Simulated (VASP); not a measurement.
All values below come from LDA (Ceperley-Alder, Perdew-Zunger), VASP's LDA PAW potentials (set 64) (plane waves; VASP 6.6.1).

Input for VASP

INCAR:
```
ISIF = 3
PREC = Accurate
ENCUT = 620   ! plane-wave cut-off (eV)
ISMEAR = 1   ! Methfessel-Paxton
SYSTEM = TiC
ALGO = Normal   ! blocked Davidson
LASPH = T
EDIFF = 1E-6   ! SCF stop (eV)
LMAXMIX = 4   ! l cut-off of mixed one-centre charges
SIGMA = 0.1   ! width (eV)
EDIFFG = -0.02   ! ionic stop
PSTRESS = 50
LCHARG = F
LREAL = F   ! projection in real space or not
IBRION = 2
LWAVE = F
NELM = 100   ! most electronic steps
NSW = 40   ! most ionic steps
```

**POSCAR**
```
TiC
1
    0.0000000000     2.1320753291     2.1320753291
    2.1320753291     0.0000000000     2.1320753291
    2.1320753291     2.1320753291     0.0000000000
Ti C
1 1
Direct
  0.0000000000   0.0000000000   0.0000000000
  0.5000000000   0.5000000000   0.5000000000
```

KPOINTS:
```
Automatic mesh
0
Gamma
15 15 15
0 0 0
```

POTCAR, in this order: Ti_sv C (LDA.64 set). Program: vasp_std.

Question: What will the output report for the number of irreducible k-points (NKPTS), largest plane-wave count, number of space-group operations, FFT grid (NGX, NGY, NGZ)?

Answer: 
```yaml
number of irreducible k-points (NKPTS): 120
largest_plane_wave_count: 692
number_of_space_group_operations: 48
FFT grid (NGX, NGY, NGZ): 24 × 24 × 24
```

The compound is TiC in the rock salt structure. This run relaxes it under an external pressure of 5 GPa. Symmetry was kept, so distortions that lower it aren't found.
